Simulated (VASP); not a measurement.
Given:

```xyz
2
Lattice="0.0000 3.5076 3.5076 3.5076 0.0000 3.5076 3.5076 3.5076 0.0000" Properties=species:S:1:pos:R:3 pbc="T T T"
Rb     0.0000     0.0000     0.0000
Br     3.5076     3.5076     3.5076
```

These are PW91 GGA, VASP's PBE PAW potentials (set 64) (plane waves; VASP) values and carry that method's errors. Settings: 520 eV cut-off, 7×7×7 Γ-centred mesh, tetrahedra with Blöchl corrections, potentials Rb_sv Br.

What does the run give for the energy per atom (σ→0), band gap (on the k-mesh) with the smallest direct gap where there is one?

```yaml
band gap (on the k-mesh): 4.23 eV
smallest direct gap (on the k-mesh): 4.23 eV
energy per atom (σ→0): -3.089 eV/atom
```

Total energies compare only between runs with the same potentials, cut-off and functional.

The compound is RbBr in the rock salt structure. It was relaxed first, which changed the volume by +6 %.
